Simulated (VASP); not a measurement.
# LaGe3Ir under strain, part 3 of 5

Aim: follow the pressure of LaGe3Ir through compression, expansion and shear. All runs use r2SCAN. Left out of this account: 1 further run (self-consistent run: a reference on another mesh). The start is a computed cell from the Materials Project.

VASP 6.6.1; r2SCAN; plane waves and PAW (La, Ge_d, Ir).

Still holding for the runs below: Spin-orbit coupling is off here; with elements this heavy it splits and shifts levels by tenths of an eV or more.

So far, pressure (GPa): step 2 (bands, cell as listed) -0.242; step 3 (cell volume +4.0 %) -4.63.

## 4. Bands, volume times 1.08

The cell is expanded evenly, with fractional positions held.

Input file INCAR:

```
SYSTEM = LaGe3Ir
PREC = Accurate
ENCUT = 410
EDIFF = 1E-06
NELM = 100
ISMEAR = -1
SIGMA = 0.05
LREAL = .FALSE.
ALGO = Normal
METAGGA = R2SCAN
LASPH = .TRUE.
NBANDS = 47
LORBIT = 11
LWAVE = .FALSE.
LCHARG = .FALSE.
KPAR = 4
```

Input file POSCAR:

```
LaGe3Ir
1.0
   -2.2813986000      2.2813986000      5.1830359738
    2.2813986000     -2.2813986000      5.1830359738
    2.2813986000      2.2813986000     -5.1830359738
La Ge Ir
1 3 1
Direct
    0.5785260100      0.5785260100      0.0000000000
    0.3426279300      0.8426279300      0.5000000000
    0.8426279300      0.3426279300      0.5000000000
    0.0004854700      0.0004854700      0.0000000000
    0.2387701500      0.2387701500      0.0000000000
```

Input file KPOINTS:

```
Automatic mesh
0
Gamma
10 10 10
0 0 0
```

Input file KPOINTS_OPT:

```
Line mode
16
Line-mode
Reciprocal
  0.00000000   0.00000000   0.00000000 GAMMA
  0.50000000  -0.50000000   0.00000000 X

  0.50000000  -0.50000000   0.00000000 X
  0.50000000  -0.50000000   0.09687326 Y

  0.50000000  -0.50000000   0.09687326 Y
  0.29843663  -0.29843663   0.29843663 S

  0.29843663  -0.29843663   0.29843663 S
  0.00000000   0.00000000   0.00000000 GAMMA

  0.00000000   0.00000000   0.00000000 GAMMA
  0.50000000   0.50000000  -0.50000000 Z

  0.50000000   0.50000000  -0.50000000 Z
  0.70156337   0.29843663  -0.29843663 S1

  0.70156337   0.29843663  -0.29843663 S1
  0.50000000   0.00000000   0.00000000 N

  0.50000000   0.00000000   0.00000000 N
  0.75000000  -0.25000000  -0.25000000 P

  0.75000000  -0.25000000  -0.25000000 P
  0.90312674   0.09687326  -0.50000000 Y1

  0.90312674   0.09687326  -0.50000000 Y1
  0.50000000   0.50000000  -0.50000000 Z

  0.50000000  -0.50000000   0.00000000 X
  0.75000000  -0.25000000  -0.25000000 P
```

PAW data sets: La, Ge_d and Ir (PBE family, release 64).

Started as:

```bash
$ mpirun -np 4 vasp_std
```

What it wrote:

```text
[... set-up lines as in an earlier step ...]
 entering main loop
       N       E                     dE             d eps       ncg     rms          rms(c)
DAV:   1     0.526973702012E+03    0.52697E+03   -0.22821E+04 11719   0.279E+03
DAV:   2     0.386444620179E+01   -0.52311E+03   -0.45680E+03  9612   0.708E+02
DAV:   3    -0.125644293771E+03   -0.12951E+03   -0.12273E+03  9980   0.208E+02
DAV:   4    -0.136657018465E+03   -0.11013E+02   -0.10784E+02 13797   0.673E+01
DAV:   5    -0.137302791883E+03   -0.64577E+00   -0.64158E+00 15187   0.158E+01    0.114E+01
DAV:   6    -0.128059178232E+03    0.92436E+01   -0.82633E+00 14625   0.208E+01    0.546E+00
DAV:   7    -0.127430076164E+03    0.62910E+00   -0.23544E+00 13902   0.107E+01    0.290E+00
DAV:   8    -0.127479985071E+03   -0.49909E-01   -0.45522E-01 14361   0.478E+00    0.145E+00
DAV:   9    -0.127460534868E+03    0.19450E-01   -0.18202E-01 14426   0.328E+00    0.537E-01
DAV:  10    -0.127464820599E+03   -0.42857E-02   -0.19993E-02 14553   0.103E+00    0.275E-01
DAV:  11    -0.127464201507E+03    0.61909E-03   -0.39038E-03 16488   0.437E-01    0.107E-01
DAV:  12    -0.127464379340E+03   -0.17783E-03   -0.99388E-04 14554   0.156E-01    0.300E-02
DAV:  13    -0.127464370301E+03    0.90382E-05   -0.81299E-05 14749   0.680E-02    0.139E-02
DAV:  14    -0.127464363687E+03    0.66139E-05   -0.26915E-05 14715   0.306E-02    0.558E-03
DAV:  15    -0.127464364829E+03   -0.11418E-05   -0.20699E-06 10897   0.128E-02    0.224E-03
DAV:  16    -0.127464364776E+03    0.52789E-07   -0.12108E-06  8138   0.871E-03
   1 F= -.12746436E+03 E0= -.12745898E+03  d E =-.107769E-01
 Start KPOINTS_OPT (optional k-point list driver)
k-point batch [1-102\176]
       N       E                     dE             ncg
DAV:   1     0.104806713109E+05   -0.10329E+06    11768
DAV:   2    -0.445280688637E+05   -0.55009E+05     9612
DAV:   3    -0.577612115068E+05   -0.13233E+05    10015
DAV:   4    -0.588374909033E+05   -0.10763E+04    13392
DAV:   5    -0.588954003216E+05   -0.57909E+02    15571
DAV:   6    -0.588978573033E+05   -0.24570E+01    15218
DAV:   7    -0.588979562844E+05   -0.98981E-01    15861
DAV:   8    -0.588979606753E+05   -0.43909E-02    15638
DAV:   9    -0.588979608200E+05   -0.14471E-03    14461
DAV:  10    -0.588979608246E+05   -0.46455E-05     8411
DAV:  11    -0.588979608255E+05   -0.85398E-06     6939
k-point batch [103-176\176]
       N       E                     dE             ncg
DAV:   1     0.379160591394E+05   -0.10662E+06     8549
DAV:   2    -0.188133398385E+04   -0.39797E+05     6980
DAV:   3    -0.115478550631E+05   -0.96665E+04     7173
DAV:   4    -0.123125241045E+05   -0.76467E+03     9682
DAV:   5    -0.123529370958E+05   -0.40413E+02    11349
DAV:   6    -0.123545894236E+05   -0.16523E+01    11132
DAV:   7    -0.123546450620E+05   -0.55638E-01    11703
DAV:   8    -0.123546478621E+05   -0.28001E-02    11205
DAV:   9    -0.123546479442E+05   -0.82054E-04    10716
DAV:  10    -0.123546479470E+05   -0.28354E-05     5951
DAV:  11    -0.123546479476E+05   -0.61013E-06     5198
```

It took 8.1 min on 4 MPI ranks of Intel Xeon 6975P-C (Granite Rapids), shared host; peak memory 2.6 GiB; 32 min of CPU time.

Parts of OUTCAR (step 4):

```text
  LATTYP: Found a body centered tetragonal cell.
 ALAT       =     4.5627972000
 C/A-ratio  =     2.2718677805

The static configuration has the point symmetry C_4v.

 Found    102 irreducible k-points:

   ENCUT  =  410.0 eV  30.13 Ry    5.49 a.u.  10.08 10.08 10.08*2*pi/ulx,y,z

   NELECT =      62.0000    total number of electrons

 E-fermi :   7.4496

 k-point     1 :       0.0000    0.0000    0.0000
  band No.  band energies     occupation
    ...
     28       4.8501      2.00000
     29       6.0599      2.00000
     30       6.0599      2.00000
     31       7.3378      1.80680
     32       7.3378      1.80676
     33       8.7222      0.00000
     34       8.7649      0.00000
     35       9.4133      0.00000
     36       9.4276      0.00000
     37       9.4276      0.00000
    ...

 k-point     2 :       0.1000   -0.0000    0.0000
  band No.  band energies     occupation
    ...
     28       4.8540      2.00000
     29       6.0657      2.00000
     30       6.0848      2.00000
     31       6.9315      1.99994
     32       7.1891      1.98913
     33       8.7835      0.00000
     34       8.9957      0.00000
     35       9.4074      0.00000
     36       9.4118      0.00000
     37       9.4406      0.00000
    ...

  Total       -5.2551320     -5.2551320     -5.7233779      0.0000000     -0.0000000      0.0000000
  in kB      -78.0274934    -78.0274934    -84.9799453      0.0000000     -0.0000000      0.0000000
  external PRESSURE =     -80.3449774 kB  Pullay stress =       0.0000000 kB

  energy-cutoff  :      410.00
  volume of cell :      107.91
      direct lattice vectors                 reciprocal lattice vectors
    -2.281398600  2.281398600  5.183035974     0.000000000  0.219163806  0.096468557
     2.281398600 -2.281398600  5.183035974     0.219163806  0.000000000  0.096468557
     2.281398600  2.281398600 -5.183035974     0.219163806  0.219163806  0.000000000

 POSITION                                       TOTAL-FORCE (eV/Angst)
 -----------------------------------------------------------------------------------
      0.00000      0.00000      5.99704         0.000000      0.000000     -0.081898
      2.28140      0.00000      3.55171         0.000000      0.000000     -0.236308
      0.00000      2.28140      3.55171         0.000000      0.000000     -0.236308
      0.00000      0.00000      0.00503        -0.000000     -0.000000      0.338665
      0.00000      0.00000      2.47511        -0.000000     -0.000000      0.215850
 -----------------------------------------------------------------------------------
    total drift:                                0.000084      0.000084     -0.019292

  FREE ENERGIE OF THE ION-ELECTRON SYSTEM (eV)
  ---------------------------------------------------
  free  energy   TOTEN  =      -127.4643647764 eV

  energy  without entropy=     -127.4535878624  energy(sigma->0) =     -127.45897632

 total charge
# of ion       s       p       d       f       tot
--------------------------------------------------
    1        1.975   5.672   0.612   0.138   8.397
    2        1.138   1.117  10.046   0.000  12.301
    3        1.138   1.117  10.046   0.000  12.301
    4        1.132   1.174  10.032   0.000  12.338
    5        0.646   0.613   7.105   0.000   8.364
--------------------------------------------------
tot          6.029   9.693  37.841   0.138  53.702

[... 3 parts as in an earlier step ...]

[... 7 further parts left out ...]
```

Numbers from this step:

* SCF cycles: 16
* free energy (TOTEN): -127.4644 eV
* energy at zero smearing: -127.4590 eV
* Fermi energy: 7.450 eV
* pressure: -8.034 GPa

Electronic bands along the path, in eV, zero at the Fermi level; # counts the bands kept, so #1 is VASP's band 21:

```
          point     #8     #9    #10    #11    #12   #13   #14   #15
              Γ  -2.60  -1.39  -1.39  -0.11  -0.11  1.27  1.32  1.96
0.47 of the way  -2.08  -1.91  -1.59  -1.02   0.09  1.58  1.87  1.91
              X  -2.77  -2.65  -1.81  -1.63   1.73  1.75  1.91  1.99
0.47 of the way  -2.70  -2.52  -1.84  -1.54   1.69  1.76  1.91  1.99
              Y  -2.62  -2.20  -1.84  -1.32   1.59  1.75  1.89  1.93
0.47 of the way  -2.64  -1.90  -1.08  -0.86   0.83  1.55  1.82  1.84
              S  -2.32  -2.17  -1.42  -0.28   0.77  1.48  1.86  1.87
0.47 of the way  -2.21  -1.77  -1.41  -1.07  -0.66  1.66  1.89  1.97
              Γ  -2.60  -1.39  -1.39  -0.11  -0.11  1.27  1.32  1.96
0.47 of the way  -1.97  -1.97  -1.67   0.64   0.64  1.14  1.28  1.93
              Z  -2.45  -2.20  -0.30   0.97   0.97  1.17  1.50  1.87
0.47 of the way  -2.44  -1.84  -0.08   0.41   1.28  1.30  1.46  1.77
             S1  -2.32  -2.17  -1.42  -0.28   0.77  1.48  1.86  1.87
0.47 of the way  -2.45  -2.15  -1.35  -0.47   0.47  1.45  1.84  1.89
              N  -2.56  -1.99  -1.22  -0.56   0.26  1.31  1.83  1.89
0.47 of the way  -2.56  -2.16  -1.55  -0.80   0.90  1.47  1.86  1.89
              P  -2.64  -2.17  -2.17  -1.68   1.34  1.82  1.82  1.99
0.47 of the way  -2.67  -2.39  -1.96  -1.54   1.50  1.77  1.88  1.98
             Y1  -2.62  -2.20  -1.84  -1.32   1.59  1.75  1.89  1.93
0.47 of the way  -2.62  -0.86  -0.62  -0.12   0.18  1.01  1.66  1.74
              Z  -2.45  -2.20  -0.30   0.97   0.97  1.17  1.50  1.87
      jump to X  -2.77  -2.65  -1.81  -1.63   1.73  1.75  1.91  1.99
0.53 of the way  -2.71  -2.46  -1.92  -1.65   1.52  1.77  1.89  1.99
              P  -2.64  -2.17  -2.17  -1.68   1.34  1.82  1.82  1.99
```

Of the projections kept (La, Ge, Ir), the largest for each band there; the rest of the weight can lie on other orbitals:

```
point       #8       #9      #10      #11      #12      #13      #14      #15
    Γ  Ir 0.79  Ir 0.71  Ir 0.71  Ge 0.60  Ge 0.60  Ge 0.63  Ir 0.58  La 0.99
    X  Ir 0.89  Ir 0.51  Ir 0.76  Ir 0.75  La 0.76  La 0.93  La 0.93  La 0.99
    Y  Ir 0.83  Ir 0.57  Ir 0.82  Ir 0.63  La 0.73  La 0.86  La 0.95  La 0.91
    S  Ir 0.52  Ir 0.50  Ge 0.64  Ir 0.53  Ir 0.44  La 0.37  La 0.87  La 0.93
    Γ  Ir 0.79  Ir 0.71  Ir 0.71  Ge 0.60  Ge 0.60  Ge 0.63  Ir 0.58  La 0.99
    Z  Ir 0.53  Ir 0.55  Ge 0.72  La 0.66  La 0.66  La 0.68  La 0.78  La 0.83
```

Force by atom:

```
atom  x (eV/Å)  y (eV/Å)  z (eV/Å)   size
 La1     0.000     0.000    -0.082  0.082
 Ge2     0.000     0.000    -0.236  0.236
 Ge3     0.000     0.000    -0.236  0.236
 Ge4     0.000     0.000     0.339  0.339
 Ir5     0.000     0.000     0.216  0.216
```

 The pressure is -8.03 GPa.

For the pressure, step 2 gave -0.242 GPa; this run, with cell volume +8.0 %, gives -8.03 GPa.

## 5. Bands, sheared, principal strains -2.2, +0.0, +2.2 %

The mesh alone shows little of the dispersion and can miss band extrema, so KPOINTS_OPT adds a path through the symmetry points after the self-consistent cycle.

INCAR is that of step 4.

Changes to POSCAR since step 4:

```diff
@@ -2,5 +2,5 @@
 1.0
-   -2.2813986000      2.2813986000      5.1830359738
-    2.2813986000     -2.2813986000      5.1830359738
-    2.2813986000      2.2813986000     -5.1830359738
+   -2.1982540000      2.2240200000      5.0740110000
+    2.2916900000     -2.1210780000      5.0698270000
+    2.2201840000      2.1430080000     -5.0286990000
 La Ge Ir
```

KPOINTS is that of step 4.

Input file KPOINTS_OPT:

```
Line mode
16
Line-mode
Reciprocal
 -0.50000000   0.00000000   0.00000000 X
  0.00000000   0.00000000   0.00000000 GAMMA

  0.00000000   0.00000000   0.00000000 GAMMA
  0.00000000   0.50000000   0.00000000 Y

 -0.50000000   0.50000000   0.00000000 L
  0.00000000   0.00000000   0.00000000 GAMMA

  0.00000000   0.00000000   0.00000000 GAMMA
  0.50000000   0.00000000  -0.50000000 Z

  0.00000000   0.00000000  -0.50000000 N
  0.00000000   0.00000000   0.00000000 GAMMA

  0.00000000   0.00000000   0.00000000 GAMMA
  0.50000000   0.50000000  -0.50000000 M

  0.00000000   0.50000000  -0.50000000 R
  0.00000000   0.00000000   0.00000000 GAMMA
```

Started as:

```bash
$ mpirun -np 4 vasp_std
```

What it wrote:

```text
[... set-up lines as in an earlier step ...]
 entering main loop
       N       E                     dE             d eps       ncg     rms          rms(c)
DAV:   1     0.526637449082E+03    0.52664E+03   -0.22545E+04 58324   0.286E+03
DAV:   2     0.263759622340E+01   -0.52400E+03   -0.45560E+03 47424   0.712E+02
DAV:   3    -0.125960313549E+03   -0.12860E+03   -0.12208E+03 48714   0.209E+02
DAV:   4    -0.136807890131E+03   -0.10848E+02   -0.10620E+02 68502   0.677E+01
[...]
DAV:  13    -0.127624931465E+03    0.22882E-04   -0.13692E-04 72585   0.105E-01    0.165E-02
DAV:  14    -0.127624929813E+03    0.16512E-05   -0.19338E-05 74978   0.396E-02    0.664E-03
DAV:  15    -0.127624928877E+03    0.93651E-06   -0.39979E-06 64442   0.188E-02
```

The job ended after 21 min (4 MPI ranks).

The run was cut off at its time limit.

More ranks or a longer limit would be the way on.

(Part 3 of 5 ends here.)

[Lines on the potential files, build, host, timing and source positions are cut from VASP's logs without a mark.]

[Logs are printed without paths, hosts, clocks, repeated set-up lines and the standing remarks that a program may print on its own settings, such as how far it seeks lower states.]

[Hosts, paths, dates, database ids (printed as entryN), source tags and the programs' standing remarks are cut or masked in the printed files.]

[A measured line is paired with the nearest computed mode of its activity, which favours agreement.]
